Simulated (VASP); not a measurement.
Output of a VASP run:

**OUTCAR**
```
 ion  position               nearest neighbor table
   1  0.500  0.998  0.997-  60 1.53  29 1.55  44 1.55   2 1.57
   2  0.626  0.126  0.125-  17 1.48   5 1.55   3 1.55   1 1.57
   3  0.750  0.250  0.999-  46 1.54  25 1.55   2 1.55   4 1.55
   4  0.875  0.375  0.125-  18 1.48  30 1.55   3 1.55  26 1.57
   5  0.750  0.999  0.249-  35 1.54  14 1.55   2 1.55   6 1.55
   6  0.875  0.126  0.374-  22 1.48  30 1.55   5 1.55  36 1.57
   7  0.001  1.000  0.999-  62 1.54  25 1.55   8 1.55  14 1.55
   8  0.126  0.125  0.124-  15 1.54   9 1.54  30 1.55   7 1.55
   9  0.250  0.248  0.998-  44 1.54   8 1.54  56 1.55  10 1.59
  10  0.379  0.376  0.128-  17 1.50  11 1.54  32 1.54   9 1.59
  11  0.501  0.499  1.000-  10 1.54  12 1.54  46 1.54  58 1.55
  12  0.624  0.621  0.128-  18 1.50  11 1.54  34 1.54  13 1.59
  13  0.752  0.750  0.998-  48 1.54  14 1.54  60 1.55  12 1.59
  14  0.875  0.875  0.124-  49 1.54  13 1.54   5 1.55   7 1.55
  15  0.250  0.999  0.248-  29 1.54   8 1.54  50 1.55  16 1.59
  16  0.379  0.129  0.375-  17 1.50  20 1.54  38 1.54  15 1.59
  17  0.493  0.238  0.237-   2 1.48  16 1.50  10 1.50
  18  0.763  0.508  0.237-   4 1.48  12 1.50  19 1.50
  19  0.872  0.621  0.375-  18 1.50  51 1.54  41 1.54  49 1.59
  20  0.501  0.001  0.499-  21 1.54  16 1.54  35 1.54  54 1.55
  21  0.624  0.129  0.621-  22 1.50  20 1.54  45 1.54  24 1.59
  22  0.763  0.238  0.507-   6 1.48  23 1.50  21 1.50
  23  0.872  0.376  0.621-  22 1.50  51 1.54  47 1.54  55 1.59
  24  0.752  0.999  0.750-  42 1.54  25 1.54  60 1.55  21 1.59
  25  0.875  0.125  0.874-  24 1.54  55 1.54   3 1.55   7 1.55
  26  0.002  0.500  0.997-  56 1.53  48 1.55  27 1.55   4 1.57
  27  0.126  0.625  0.125-  49 1.54  28 1.55  26 1.55  32 1.56
  28  0.251  0.750  1.000-  58 1.54  29 1.55  27 1.55  62 1.55
  29  0.376  0.874  0.125-  15 1.54  28 1.55   1 1.55  34 1.56
  30  0.001  0.250  0.249-  31 1.54   8 1.55   4 1.55   6 1.55
  31  0.125  0.375  0.375-  38 1.54  32 1.54  51 1.54  30 1.54
  32  0.252  0.499  0.252-  31 1.54  10 1.54  33 1.56  27 1.56
  33  0.375  0.626  0.381-  63 1.48  53 1.53  34 1.56  32 1.56
  34  0.501  0.748  0.252-  35 1.54  12 1.54  33 1.56  29 1.56
  35  0.625  0.875  0.375-  41 1.54  34 1.54  20 1.54   5 1.54
  36  0.002  0.998  0.499-  50 1.53  37 1.55  42 1.55   6 1.57
  37  0.126  0.126  0.624-  55 1.54  43 1.55  36 1.55  38 1.56
  38  0.252  0.253  0.498-  31 1.54  16 1.54  39 1.56  37 1.56
  39  0.375  0.382  0.625-  63 1.48  57 1.53  38 1.56  45 1.56
  40  0.619  0.626  0.625-  63 1.48  59 1.53  41 1.56  47 1.56
  41  0.747  0.748  0.498-  35 1.54  19 1.54  40 1.56  42 1.56
  42  0.875  0.874  0.624-  24 1.54  61 1.55  36 1.55  41 1.56
  43  0.251  0.001  0.749-  54 1.54  37 1.55  44 1.55  62 1.55
  44  0.376  0.126  0.873-   9 1.54  43 1.55   1 1.55  45 1.56
  45  0.501  0.253  0.747-  46 1.54  21 1.54  39 1.56  44 1.56
  46  0.625  0.375  0.874-  45 1.54  47 1.54  11 1.54   3 1.54
  47  0.747  0.499  0.747-  46 1.54  23 1.54  40 1.56  48 1.56
  48  0.875  0.625  0.873-  13 1.54  61 1.55  26 1.55  47 1.56
  49  0.001  0.750  0.248-  27 1.54  14 1.54  50 1.55  19 1.59
  50  0.125  0.875  0.375-  36 1.53  53 1.54  15 1.55  49 1.55
  51  1.000  0.500  0.499-  23 1.54  19 1.54  31 1.54  52 1.55
  52  0.124  0.626  0.625-  61 1.54  57 1.55  53 1.55  51 1.55
  53  0.249  0.752  0.500-  33 1.53  50 1.54  52 1.55  54 1.55
  54  0.375  0.877  0.625-  43 1.54  59 1.55  53 1.55  20 1.55
  55  0.001  0.248  0.750-  37 1.54  25 1.54  56 1.55  23 1.59
  56  0.125  0.376  0.875-  26 1.53  57 1.54  55 1.55   9 1.55
  57  0.249  0.501  0.751-  39 1.53  56 1.54  52 1.55  58 1.55
  58  0.375  0.626  0.876-  28 1.54  57 1.55  59 1.55  11 1.55
  59  0.499  0.752  0.751-  40 1.53  60 1.54  54 1.55  58 1.55
  60  0.625  0.875  0.875-   1 1.53  59 1.54  24 1.55  13 1.55
  61  1.000  0.750  0.749-  52 1.54  42 1.55  48 1.55  62 1.55
  62  0.125  0.875  0.874-   7 1.54  61 1.55  28 1.55  43 1.55
  63  0.489  0.512  0.511-  39 1.48  33 1.48  40 1.48
 Subroutine IBZKPT returns following result:
 Found      1 irreducible k-points:

 Following reciprocal coordinates:
            Coordinates               Weight
  0.000000  0.000000  0.000000      1.000000
 Subroutine IBZKPT_HF returns following result:
   k-points           NKPTS =      1   k-points in BZ     NKDIM =      1   number of bands    NBANDS=    158
   number of dos      NEDOS =    301   number of ions     NIONS =     63
   total plane-waves  NPLWV =  46656
   dimension x,y,z NGX =    36 NGY =   36 NGZ =   36
   dimension x,y,z NGXF=    72 NGYF=   72 NGZF=   72
   ions per type =              62   1
   PREC   = normal    normal or accurate (medium, high low for compatibility)
   ISTART =      1    job   : 0-new  1-cont  2-samecut
   ICHARG =      0    charge: 1-file 2-atom 10-const
...
```

File OSZICAR:
```
       N       E                     dE             d eps       ncg     rms          rms(c)
DAV:   1    -0.665606239682E+03   -0.66561E+03   -0.86678E+00   316   0.814E+00    0.403E+00
DAV:   2    -0.665627421897E+03   -0.21182E-01   -0.15731E-01   346   0.107E+00    0.244E+00
DAV:   3    -0.665608287995E+03    0.19134E-01   -0.36373E-02   376   0.529E-01    0.132E+00
DAV:   4    -0.665603691554E+03    0.45964E-02   -0.71291E-03   362   0.225E-01    0.720E-01
DAV:   5    -0.665602029263E+03    0.16623E-02   -0.13495E-03   360   0.108E-01    0.392E-01
DAV:   6    -0.665601577686E+03    0.45158E-03   -0.55890E-04   362   0.650E-02    0.205E-01
DAV:   7    -0.665601450267E+03    0.12742E-03   -0.92294E-05   352   0.275E-02    0.112E-01
DAV:   8    -0.665601410261E+03    0.40006E-04   -0.24165E-05   218   0.151E-02    0.623E-02
DAV:   9    -0.665601399552E+03    0.10709E-04   -0.10981E-05   210   0.105E-02    0.327E-02
DAV:  10    -0.665601396813E+03    0.27388E-05   -0.24264E-06   210   0.518E-03
   1 F= -.66560140E+03 E0= -.66560140E+03  d E =-.503958E-17
```

**OUTCAR**
```
------------------------ aborting loop because EDIFF is reached ----------------------------------------
  volume of cell :      365.00
      direct lattice vectors                 reciprocal lattice vectors
     7.146555159  0.000000000  0.000000000     0.139927556  0.000000000  0.000000000
     0.000000000  7.146555159  0.000000000     0.000000000  0.139927556  0.000000000
     0.000000000  0.000000000  7.146555159     0.000000000  0.000000000  0.139927556
 POSITION                                       TOTAL-FORCE (eV/Angst)
 -----------------------------------------------------------------------------------
      3.57482      7.13366      7.12839        -0.029762      0.062500      0.062840
      4.47129      0.89891      0.89383         0.061713     -0.097375     -0.097953
      5.36169      1.78792      7.13721        -0.032727      0.036434      0.022543
      6.25081      2.67801      0.89411         0.093191     -0.057033     -0.098690
      5.36165      7.14226      1.78266        -0.033994      0.018618      0.040700
      6.25089      0.89887      2.67290         0.096914     -0.088717     -0.052244
      0.00620      7.14347      7.13840        -0.032152      0.029156      0.035431
      0.89739      0.89371      0.88866         0.000785     -0.041199     -0.041007
      1.78839      1.77551      7.13494        -0.004812      0.011907      0.056008
      2.70957      2.68817      0.91591        -0.015485      0.026541     -0.074716
      3.58025      3.56948      7.14611        -0.005667      0.011682      0.022044
      4.46201      4.43962      0.91633        -0.048873      0.027113     -0.079393
      5.37418      5.36106      7.13522        -0.008336      0.008956      0.051722
      6.25582      6.25217      0.88880         0.041426      0.005583     -0.046117
      1.78815      7.14007      1.77042        -0.002468      0.058315      0.006518
      2.70964      0.92129      2.68260        -0.019610     -0.081249      0.047103
      3.52141      1.69764      1.69262        -0.009471     -0.037547     -0.056395
      5.45157      3.62725      1.69358         0.057519      0.014489     -0.058168
      6.22876      4.43995      2.68304         0.071425      0.020463      0.038746
      3.58028      0.00503      3.56447        -0.005251      0.016290      0.002192
      4.46231      0.92157      4.43447        -0.049165     -0.080062      0.027619
      5.45215      1.69848      3.62253         0.051331     -0.061666      0.004771
      6.22893      2.68796      4.43497         0.076172      0.042615      0.021348
      5.37436      7.14035      5.35643        -0.011480      0.052714     -0.001166
      6.25599      0.89366      6.24747         0.039297     -0.036383      0.001764
      0.01576      3.57475      7.12860        -0.056825      0.034755      0.061468
      0.90210      4.46446      0.89474         0.043992     -0.012151     -0.048444
      1.79233      5.35733      7.14576        -0.028684      0.030781      0.026390
      2.68528      6.24736      0.89477         0.007746     -0.042734     -0.049186
      0.00778      1.78788      1.78285        -0.030248      0.039514      0.034385
      0.89601      2.68178      2.67651         0.029505     -0.019669     -0.014898
      1.80313      3.56759      1.80427        -0.022371      0.043741      0.042063
      2.67715      4.47278      2.72139         0.018002     -0.023990      0.043656
      3.58218      5.34649      1.80450        -0.032085      0.019993      0.034351
      4.46825      6.25361      2.67644         0.006664     -0.015955     -0.012677
      0.01618      7.13392      3.56964        -0.069975      0.060232      0.033859
      0.90263      0.90019      4.45919         0.042508     -0.044470     -0.009827
      1.80347      1.80988      3.56216        -0.027007      0.039002      0.039549
      2.67747      2.72733      4.46689         0.015939      0.024246     -0.012152
      4.42280      4.47244      4.46687        -0.037228     -0.019944     -0.010270
      5.34007      5.34650      3.56232        -0.033490      0.022119      0.036207
      6.24988      6.24753      4.45923         0.047695     -0.044062     -0.002924
      1.79231      0.00461      5.35222        -0.023703      0.023161      0.025553
      2.68565      0.90011      6.24177         0.005541     -0.043184     -0.041774
      3.58266      1.80996      5.34081        -0.043344      0.034463      0.027679
      4.46834      2.68161      6.24852         0.010515     -0.016257     -0.024351
      5.34007      3.56740      5.34093        -0.034096      0.043971      0.029618
      6.24974      4.46430      6.24207         0.044546     -0.010288     -0.044395
      0.00928      5.36127      1.77040        -0.049618      0.006592      0.013891
      0.89287      6.25672      2.68000         0.043206     -0.039054     -0.018929
      7.14540      3.56978      3.56476        -0.026965      0.009029      0.001256
      0.88455      4.47100      4.46570         0.022968     -0.018356     -0.013385
      1.77812      5.37212      3.57635        -0.001328     -0.004233      0.004375
      2.67927      6.26595      4.46554         0.007401     -0.027560     -0.011357
      0.00963      1.77555      5.35666        -0.055230      0.008770     -0.004518
      0.89295      2.68517      6.25177         0.042808     -0.024570     -0.043580
      1.77803      3.58147      5.36654         0.003709      0.012299      0.003615
      2.67917      4.47058      6.26034         0.011203     -0.010267     -0.027309
      3.56826      5.37178      5.36650        -0.002924      0.000136     -0.001187
      4.46476      6.25660      6.25159         0.016164     -0.039806     -0.036441
      7.14544      5.35754      5.35235        -0.026644      0.028472      0.023318
      0.89529      6.25447      6.24930         0.028315     -0.024620     -0.023120
...
```
(Selected blocks of OUTCAR.)

**POSCAR**
```
C62N
1
    7.1465551589     0.0000000000     0.0000000000
    0.0000000000     7.1465551589     0.0000000000
    0.0000000000     0.0000000000     7.1465551589
C N
62 1
Direct
  0.5002151352   0.9981962204   0.9974585744
  0.6256566238   0.1257829519   0.1250708719
  0.7502476655   0.2501789980   0.9986926076
  0.8746608741   0.3747277378   0.1251108487
  0.7502423583   0.9993992679   0.2494431332
  0.8746724128   0.1257773226   0.3740123029
  0.0008675400   0.9995688343   0.9988591260
  0.1255690442   0.1250548586   0.1243476081
  0.2502455020   0.2484430575   0.9983742803
  0.3791430700   0.3761488612   0.1281603577
  0.5009751712   0.4994679753   0.9999377425
  0.6243574722   0.6212251266   0.1282201929
  0.7519952850   0.7501601221   0.9984139483
  0.8753615403   0.8748512630   0.1243670982
  0.2502117992   0.9990931047   0.2477299166
  0.3791536859   0.1289142204   0.3753693938
  0.4927418017   0.2375467655   0.2368447280
  0.7628242285   0.5075522904   0.2369781848
  0.8715750706   0.6212707628   0.3754313687
  0.5009795257   0.0007034925   0.4987673845
  0.6244000340   0.1289532649   0.6205046951
  0.7629059104   0.2376642969   0.5068916389
  0.8715992511   0.3761191376   0.6205740844
  0.7520215741   0.9991315977   0.7495118879
  0.8753860297   0.1250479587   0.8741928732
  0.0022058645   0.5002057509   0.9974880590
  0.1262285521   0.6247006226   0.1251981829
  0.2507961001   0.7496385963   0.9998880531
  0.3757444631   0.8741778810   0.1252030064
  0.0010888602   0.2501735221   0.2494697125
  0.1253758248   0.3752549586   0.3745169855
  0.2523076730   0.4992035998   0.2524668659
  0.3746076032   0.6258654482   0.3807970361
  0.5012451690   0.7481209351   0.2524993930
  0.6252319355   0.8750527725   0.3745071491
  0.0022642916   0.9982326097   0.4994906971
  0.1263025186   0.1259617367   0.6239639712
  0.2523548482   0.2532521817   0.4984444778
  0.3746512435   0.3816291319   0.6250404581
  0.6188715438   0.6258180708   0.6250378966
  0.7472223448   0.7481222624   0.4984662461
  0.8745310882   0.8742012466   0.6239689082
  0.2507935743   0.0006446263   0.7489236988
  0.3757960849   0.1259500500   0.8733962095
  0.5013128553   0.2532635667   0.7473271130
  0.6252435436   0.3752317394   0.8743395298
  0.7472233248   0.4991772951   0.7473434537
  0.8745112011   0.6246783671   0.8734375989
  0.0012988828   0.7501896858   0.2477273116
  0.1249377333   0.8754871047   0.3750056223
  0.9998387322   0.4995107690   0.4988088186
  0.1237735488   0.6256154200   0.6248743993
  0.2488083346   0.7517079650   0.5004297873
  0.3749037608   0.8767790314   0.6248519195
  0.0013477165   0.2484480908   0.7495443486
  0.1249485239   0.3757291408   0.8747954803
  0.2487948484   0.5011468223   0.7509268730
  0.3748894707   0.6255568678   0.8759944735
  0.4992980332   0.7516606851   0.7509215488
  0.6247426482   0.8754707408   0.8747695025
  0.9998442875   0.7496674800   0.7489409226
  0.1252753673   0.8751723043   0.8744497255
  0.4888879979   0.5115514314   0.5107357157
```

**Question.** Reconstruct the remaining input files.

**Answer.** One answer among several that fit: the input of the run itself, HSE06 screened hybrid, plane waves, VASP's PBE PAW potentials (set 64).

INCAR:
```
AEXX=0.25
ALGO=Normal
EDIFF=1E-5
ENCUT=400
GGA=PE
HFSCREEN=0.2
ISIF=0
ISMEAR=0
ISYM=0
LASPH=T
LCHARG=F
LHFCALC=T
LREAL=Auto
LWAVE=F
NELECT=252.0
NELM=50
NELMIN=4
PREC=Normal
PRECFOCK=Fast
SIGMA=0.05
SYSTEM=C62N
```

File KPOINTS:
```
Regular mesh
0
Gamma
 1 1 1
0 0 0
```

POTCAR, in this order: C N (PBE.64 set). Program: vasp_gam. Read from the step before: WAVECAR.

The cell is charged, with a uniform compensating background. The supercell is sampled at Γ alone, which is coarse: total energies, pressure and levels can be off, energies of defects by several tenths of an eV.

The cell is a supercell with a defect, built from C (diamond): N_C-vac_C, charge +1. The cell's shape comes from a PBE relaxation. The run is not spin-polarised, so no state with unpaired spins was tried.
